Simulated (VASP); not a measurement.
A run of VASP 6.6.1 is set up as follows.

INCAR

```
SYSTEM = GaN
PREC = Accurate
ENCUT = 520
EDIFF = 1E-7
ISMEAR = 0
SIGMA = 0.02
LREAL = .FALSE.
LASPH = .TRUE.
NELM = 80
ALGO = Normal
ISIF = 3
LWAVE = .FALSE.
LCHARG = .FALSE.
GGA = PE
IBRION = 2
NSW = 80
EDIFFG = -0.002
```

The input KPOINTS:

```
regular mesh
0
G
  12 12 6
  0 0 0
```

File POSCAR:

```
GaN
1.0
    3.1800000000      0.0000000000      0.0000000000
   -1.5900000000      2.7539607800      0.0000000000
    0.0000000000      0.0000000000      5.1660000000
Ga N
2 2
Direct
    0.3333333300      0.6666666700      0.0000000000
    0.6666666700      0.3333333300      0.5000000000
    0.3333333300      0.6666666700      0.3750000000
    0.6666666700      0.3333333300      0.8750000000
```

Potentials or basis: VASP PAW PBE potentials, release 64 (Ga, N).

The run is started by

```console
$ cat potpaw_PBE.64/Ga/POTCAR potpaw_PBE.64/N/POTCAR > POTCAR
$ mpirun -np 1 vasp_std > vasp.out
```

Problem. Estimate the band gap on the k mesh.

Solution. 1.63 eV, direct.

Problem. What does it give for the relaxed cell?

Solution. a = 3.247 Å, b = 3.247 Å, c = 5.281 Å, α = 90.00°, β = 90.00°, γ = 120.00°.

Problem. What does it give for the relaxed volume?

Solution. 12.05 Å³/atom.

Final structure:
```
Ga N
1.0
     3.24697    0.00000    0.00000
    -1.62349    2.81196    0.00000
     0.00000    0.00000    5.28103
Ga N
2 2
Direct
  0.33333 0.66667 0.99895
  0.66667 0.33333 0.49895
  0.33333 0.66667 0.37605
  0.66667 0.33333 0.87605
```

PBE usually gives volumes a little too large and moduli too small. Zero-point motion and thermal expansion aren't in these numbers.
